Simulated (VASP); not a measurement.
Here is the system:

```
BiTlTe2
1.0
    4.52940     0.00000     0.00000
    0.00000     4.52940     0.00000
    0.00000     0.00000     6.31367
Tl Bi Te
1 1 2
Cartesian
  0.00000   0.00000   0.00000
  2.26470   2.26470   3.15683
  0.00000   0.00000   3.15683
  2.26470   2.26470   0.00000
```

Level of theory: PBEsol GGA with spin-orbit coupling, VASP's PBE PAW potentials (set 64) (plane waves; VASP). Numerical set-up: 400 eV cut-off, 5×5×3 Γ-centred mesh, Gaussian smearing of 0.050 eV, potentials Tl_d Bi_d Te.

Q: Give the energies of bands 33 to 46 at the high-symmetry points, in eV from the valence-band maximum.

A: 
```
band      Γ      X      M      Z      R      A
----  -----  -----  -----  -----  -----  -----
33    -2.99  -1.66  -3.94  -2.29  -1.36  -3.59
34    -2.99  -1.66  -3.94  -2.29  -1.36  -3.59
35    -2.11  -1.61  -2.97  -1.62  -0.96  -3.47
36    -2.11  -1.61  -2.97  -1.62  -0.96  -3.47
37    -1.20  -1.19  -2.78  -1.59  -0.58  -0.90
38    -1.20  -1.19  -2.78  -1.59  -0.58  -0.90
39    -1.04  -0.68  -2.41  -1.55  -0.48   0.00
40    -1.04  -0.68  -2.41  -1.55  -0.48   0.00
41     2.03   0.44   3.14   1.83   0.05   0.35
42     2.03   0.44   3.14   1.83   0.05   0.35
43     2.97   1.60   3.15   2.70   0.20   3.10
44     2.97   1.60   3.15   2.70   0.20   3.10
45     3.87   2.40   3.53   3.34   1.26   4.44
46     3.87   2.40   3.53   3.34   1.26   4.44
```

The gap is indirect, 0.05 eV, from the valence maximum at A to the conduction minimum at R.

The structure comes from a computed database's TlBiTe2 entry (P4/mmm); how it stands against other phases isn't given here. It was relaxed first, which changed the volume by -5 %.
